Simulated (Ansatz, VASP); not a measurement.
# Cross-check of Ga2S3 (alpha-Ga2S3 ferroelectric layer bilayer, AB) between VASP and Ansatz, part 2 of 2

Wanted: the spread between two codes on one cell, functional and k mesh. The structure shown is the start of the Ansatz relaxation below; VASP solves that cell, so the two are compared at the walk's first step.

VASP 6.6.1 and Ansatz 0.2.0.

So far: Set-up; Ansatz: relaxation, PBE with D3(BJ).

### Step 3. VASP: single point, PBE with D3(BJ), start cell

Level of this step: PBE with D3(BJ); plane waves and PAW (S, Ga_d) (VASP).

The same cell, functional, mesh and smearing now go to VASP, with its own data sets.

Lines of VASP's logs that name or quote its potential files are left out, and so is its time.

Input file INCAR:

```
SYSTEM = Ga2S3
PREC = Accurate
ENCUT = 400
EDIFF = 1E-06
NELM = 120
ISMEAR = -1
SIGMA = 0.05
LREAL = .FALSE.
ALGO = Normal
GGA = PE
IVDW = 12
NBANDS = 54
LORBIT = 11
LWAVE = .FALSE.
LCHARG = .FALSE.
ISIF = 2
LDIPOL = .TRUE.
IDIPOL = 3
DIPOL = 0.5 0.5 0.501
LVHAR = .TRUE.
LASPH = .TRUE.
GGA_COMPAT = .FALSE.
EFERMI = MIDGAP
NELMDL = -8
KPAR = 2
```

Input file POSCAR:

```
Ga2S3
1.0
    3.6500000000      0.0000000000      0.0000000000
   -1.8250000000      3.1609930000      0.0000000000
    0.0000000000      0.0000000000     61.8085710000
S Ga
6 4
Direct
    0.0000000000      0.0000000000      0.3753524734
    0.3333332279      0.6666664558      0.4303206589
    0.0000000000      0.0000000000      0.4757315130
    0.6666666139      0.3333332279      0.5242684708
    0.0000000000      0.0000000000      0.5792366564
    0.6666666139      0.3333332279      0.6246475266
    0.3333332279      0.6666664558      0.3935943609
    0.6666666139      0.3333332279      0.4555077806
    0.0000000000      0.0000000000      0.5425103583
    0.3333332279      0.6666664558      0.6044237942
```

Input file KPOINTS:

```
Automatic mesh
0
Gamma
12 12 1
0 0 0
```

Potentials, in the order of the species: S and Ga_d (PBE family, release 64).

The run is started by

```sh
$ mpirun -np 2 vasp_std
```

Numbers of over 12 decimals in the logs are rounded to 6 here.

Log:

```text
[banner, memory and clock lines left out]
running    2 mpi-ranks, on    1 nodes
 distrk:  each k-point on    1 cores,    2 groups
 distr:  one band on    1 cores,    1 groups

 POSCAR found type information on POSCAR S Ga
 POSCAR found :  2 types and      10 ions
 LDA part: xc-table for (Slater+PW92), standard interpolation
|                                                                             |
|           W    W    AA    RRRRR   N    N  II  N    N   GGGG   !!!           |
|           W    W   A  A   R    R  NN   N  II  NN   N  G    G  !!!           |
|           W    W  A    A  R    R  N N  N  II  N N  N  G       !!!           |
|           W WW W  AAAAAA  RRRRR   N  N N  II  N  N N  G  GGG   !            |
|           WW  WW  A    A  R   R   N   NN  II  N   NN  G    G                |
|           W    W  A    A  R    R  N    N  II  N    N   GGGG   !!!           |
|                                                                             |
|     One of the lattice vectors is very long (>50 A), but AMIN is rather     |
|     large. This can spoil convergence since charge sloshing might occur     |
|     along the long lattice vector. If problems with convergence are         |
|     observed, try to decrease AMIN to a smaller value (e.g. 0.01).          |
|     Note: This warning only applies if the self-consistency cycle is        |
|     used.                                                                   |
|                                                                             |

 POSCAR, INCAR and KPOINTS ok, starting setup
 FFT: planning ... GRIDC
 FFT: planning ... GRID_SOFT
 FFT: planning ... GRID
 WAVECAR not read
 entering main loop
       N       E                     dE             d eps       ncg     rms          rms(c)
DAV:   1     0.663734936215E+03    0.66373E+03   -0.33091E+04  2492   0.123E+03
DAV:   2     0.596577997148E+02   -0.60408E+03   -0.58867E+03  2718   0.305E+02
DAV:   3    -0.372080499592E+02   -0.96866E+02   -0.95688E+02  2648   0.124E+02
DAV:   4    -0.437480868177E+02   -0.65400E+01   -0.65042E+01  2848   0.365E+01
DAV:   5    -0.438986005835E+02   -0.15051E+00   -0.15030E+00  2848   0.555E+00
DAV:   6    -0.439039774661E+02   -0.53769E-02   -0.53758E-02  3094   0.105E+00
DAV:   7    -0.439041014229E+02   -0.12396E-03   -0.12394E-03  2856   0.164E-01
DAV:   8    -0.439041055031E+02   -0.40801E-05   -0.40800E-05  3078   0.261E-02    0.136E+01
DAV:   9    -0.420454784601E+02    0.18586E+01   -0.33176E+00  3168   0.383E+01    0.104E+01
DAV:  10    -0.421630761802E+02   -0.11760E+00   -0.42967E+00  2594   0.102E+01    0.270E+00
DAV:  11    -0.420688381180E+02    0.94238E-01   -0.64095E-01  2676   0.709E+00    0.152E+00
DAV:  12    -0.420772258573E+02   -0.83877E-02   -0.26259E-01  3016   0.338E+00    0.996E-01
DAV:  13    -0.420707267271E+02    0.64991E-02   -0.28727E-01  2852   0.340E+00    0.784E-01
DAV:  14    -0.420575748390E+02    0.13152E-01   -0.37432E-02  2444   0.159E+00    0.303E-01
[...]
DAV:  27    -0.420557594556E+02   -0.10247E-04   -0.16085E-06  1842   0.493E-03    0.434E-03
DAV:  28    -0.420557951596E+02   -0.35704E-04   -0.16238E-06  1622   0.342E-03    0.429E-03
DAV:  29    -0.420558076451E+02   -0.12486E-04   -0.76506E-07  1642   0.735E-03    0.267E-03
DAV:  30    -0.420558142904E+02   -0.66453E-05   -0.47056E-07  1560   0.254E-03    0.239E-03
DAV:  31    -0.420558181743E+02   -0.38839E-05   -0.24326E-07  1514   0.273E-03    0.875E-04
DAV:  32    -0.420558206887E+02   -0.25144E-05   -0.15106E-07  1492   0.212E-03    0.917E-04
DAV:  33    -0.420558217846E+02   -0.10959E-05   -0.59063E-08  1394   0.156E-03    0.556E-04
DAV:  34    -0.420558226160E+02   -0.83141E-06   -0.30973E-08  1338   0.800E-04
   1 F= -.44598853E+02 E0= -.44597408E+02  d E =-.289138E-02
```

From OUTCAR (step 3):

```text
ion  position               nearest neighbor table
   1  0.000  0.000  0.375-   7 2.39   7 2.39   7 2.39
   2  0.333  0.667  0.430-   7 2.27   8 2.62   8 2.62   8 2.62
   3  0.000  0.000  0.476-   8 2.45   8 2.45   8 2.45
   4  0.667  0.333  0.524-   9 2.39   9 2.39   9 2.39
   5  0.000  0.000  0.579-   9 2.27  10 2.62  10 2.62  10 2.62
   6  0.667  0.333  0.625-  10 2.45  10 2.45  10 2.45
   7  0.333  0.667  0.394-   2 2.27   1 2.39   1 2.39   1 2.39
   8  0.667  0.333  0.456-   3 2.45   3 2.45   3 2.45   2 2.62   2 2.62   2 2.62
   9  0.000  0.000  0.543-   5 2.27   4 2.39   4 2.39   4 2.39
  10  0.333  0.667  0.604-   6 2.45   6 2.45   6 2.45   5 2.62   5 2.62   5 2.62

  LATTYP: Found a hexagonal cell.
 ALAT       =     3.6500000000
 C/A-ratio  =    16.9338550685

 Subroutine GETGRP returns: Found  6 space group operations
 (whereof  6 operations were pure point group operations)

The static configuration has the point symmetry C_3v.

 Found     19 irreducible k-points:

   k-points           NKPTS =     19   k-points in BZ     NKDIM =     19   number of bands    NBANDS=     54

   dimension x,y,z NGX =    24 NGY =   24 NGZ =  420
   dimension x,y,z NGXF=    48 NGYF=   48 NGZF=  840

   ENCUT  =  400.0 eV  29.40 Ry    5.42 a.u.   5.95  5.95100.79*2*pi/ulx,y,z

   NELECT =      88.0000    total number of electrons

 k-points in reciprocal lattice and weights: Automatic mesh
   0.00000000  0.00000000  0.00000000       0.007
   0.08333333  0.00000000  0.00000000       0.042
   0.16666667  0.00000000  0.00000000       0.042
   0.25000000  0.00000000  0.00000000       0.042
   0.33333333 -0.00000000  0.00000000       0.042
   0.41666667  0.00000000  0.00000000       0.042
   0.50000000  0.00000000  0.00000000       0.021
   0.08333333  0.08333333  0.00000000       0.042
   0.16666667  0.08333333  0.00000000       0.083
[...]
0.33333333  0.25000000  0.00000000       0.083
   0.33333333  0.33333333  0.00000000       0.014

 dipolmoment           0.000000      0.000000      0.175622 electrons x Angstroem

 average (electrostatic) potential at core
       1 -95.5880       2 -94.6082       3 -94.1075       4 -94.3203       5 -93.3389
       6 -92.8196       7 -74.4368       8 -73.4866       9 -73.1594      10 -72.2100

 E-fermi :  -2.3957

 k-point     1 :       0.0000    0.0000    0.0000
  band No.  band energies     occupation
    ...
     41      -2.9155      1.99994
     42      -2.9155      1.99994
     43      -2.6111      1.97340
     44      -2.6111      1.97340
     45      -2.3481      0.55666
     46      -1.2298      0.00000
     47      -0.6374      0.00000
     48       0.2354      0.00000
     49       0.6096      0.00000
     50       1.0396      0.00000
    ...

 k-point     2 :       0.0833    0.0000    0.0000
  band No.  band energies     occupation
    ...
     40      -3.7523      2.00000
     41      -3.3524      2.00000
     42      -3.1075      2.00000
     43      -2.8961      1.99991
     44      -2.5579      1.92480
     45      -2.0071      0.00084
     46      -0.8684      0.00000
     47      -0.4341      0.00000
     48       0.5338      0.00000
     49       0.6850      0.00000
    ...

 k-point     3 :       0.1667    0.0000    0.0000
  band No.  band energies     occupation
    ...
     40      -3.8480      2.00000
     41      -3.7286      2.00000
     42      -3.4647      2.00000
     43      -3.3860      2.00000
     44      -2.5602      1.92808
     45      -1.5635      0.00000
     46      -0.5743      0.00000
     47      -0.2433      0.00000
     48       0.2711      0.00000
     49       0.7317      0.00000
    ...

 Edisp (eV)   -2.54303

  Total      -5.20802    -5.20802    -9.28978     0.00000     0.00000     0.00000
  in kB     -11.70086   -11.70087   -20.87137     0.00000     0.00000     0.00000
  external pressure =      -14.76 kB  Pullay stress =        0.00 kB

  energy-cutoff  :      400.00
  volume of cell :      713.12
      direct lattice vectors                 reciprocal lattice vectors
     3.650000000  0.000000000  0.000000000     0.273972603  0.158178142  0.000000000
    -1.825000000  3.160993000  0.000000000     0.000000000  0.316356284  0.000000000
     0.000000000  0.000000000 61.808571000     0.000000000  0.000000000  0.016178986

 POSITION                                       TOTAL-FORCE (eV/Angst)
 -----------------------------------------------------------------------------------
      0.00000      0.00000     23.20000         0.000000      0.000000      0.726141
      0.00000      2.10733     26.59750        -0.000000      0.000000     -0.253054
      0.00000      0.00000     29.40428         0.000000      0.000000     -1.076716
      1.82500      1.05366     32.40429         0.000000     -0.000000      0.786892
      0.00000      0.00000     35.80179         0.000000      0.000000     -0.269504
      1.82500      1.05366     38.60857         0.000000      0.000000     -1.033797
      0.00000      2.10733     24.32751         0.000000     -0.000000      0.004150
      1.82500      1.05366     28.15428         0.000000      0.000000      0.584809
      0.00000      0.00000     33.53179        -0.000000      0.000000     -0.040826
      0.00000      2.10733     37.35857        -0.000000      0.000000      0.571906
 -----------------------------------------------------------------------------------
    total drift:                               -0.000000      0.001160     -0.001436

  FREE ENERGIE OF THE ION-ELECTRON SYSTEM (eV)
  ---------------------------------------------------
  free  energy   TOTEN  =       -44.5988534912 eV

  energy  without entropy=      -44.5959621090  energy(sigma->0) =      -44.59740780

 vacuum level on the upper side and lower side of the slab         4.232         1.478

 total charge
# of ion       s       p       d       tot
------------------------------------------
    1        1.351   2.343   0.000   3.694
    2        1.347   2.362   0.000   3.710
    3        1.361   2.314   0.000   3.675
    4        1.353   2.340   0.000   3.693
    5        1.347   2.362   0.000   3.709
    6        1.360   2.312   0.000   3.671
    7        0.832   0.705  10.034  11.571
    8        0.782   0.608  10.040  11.430
    9        0.831   0.706  10.034  11.571
   10        0.780   0.609  10.040  11.429
--------------------------------------------------
tot         11.344  16.662  40.148  68.154

[... 3 further parts left out ...]
```

### Step 4. Comparison

Known differences besides the potentials themselves: Ansatz cuts the interaction across the vacuum, VASP repeats the sheet with a dipole correction; the cutoff is 420 eV in Ansatz and 400 eV in VASP. Total energies have different zeros and are not compared.

Forces (eV/Å; atoms numbered as in POSCAR):

| atom | Ansatz x, y, z | VASP x, y, z |
| --- | --- | --- |
| S1 | 0.000, 0.000, 0.734 | 0.000, 0.000, 0.726 |
| S2 | 0.000, 0.000, -0.231 | 0.000, 0.000, -0.253 |
| S3 | 0.000, 0.000, -1.078 | 0.000, 0.000, -1.077 |
| S4 | 0.000, 0.000, 0.794 | 0.000, 0.000, 0.787 |
| S5 | 0.000, 0.000, -0.249 | 0.000, 0.000, -0.270 |
| S6 | 0.000, 0.000, -1.035 | 0.000, 0.000, -1.034 |
| Ga7 | 0.000, 0.000, -0.011 | 0.000, 0.000, 0.004 |
| Ga8 | 0.000, 0.000, 0.572 | 0.000, 0.000, 0.585 |
| Ga9 | 0.000, 0.000, -0.055 | 0.000, 0.000, -0.041 |
| Ga10 | 0.000, 0.000, 0.559 | 0.000, 0.000, 0.572 |

The forces differ by 7.8 meV/Å r.m.s., which is 2.1 % of the r.m.s. force of 0.373 eV/Å (both taken over all components). With vacuum in the cell, a pressure given here is an average over mostly empty space and none of the material.

### Step 5. Summary of results

| Property | Result |
| --- | --- |
| r.m.s. force difference (single point, PBE with D3(BJ), start cell) | 2.1 % of the r.m.s. force |

The r.m.s. force difference is 2.1 % of the r.m.s. force (single point, PBE with D3(BJ), start cell), within the 3 % picked in this series as the mark of a large difference. 1 further run of this series is not shown here. How closely two codes agree says nothing of how well the functional describes the real material.

[Lines on the potential files, build, host, timing and source positions are cut from VASP's logs without a mark.]

[Logs are printed without paths, hosts, clocks, repeated set-up lines and the standing remarks that a program may print on its own settings, such as how far it seeks lower states.]

[Hosts, paths, dates, database ids (printed as entryN), source tags and the programs' standing remarks are cut or masked in the printed files.]
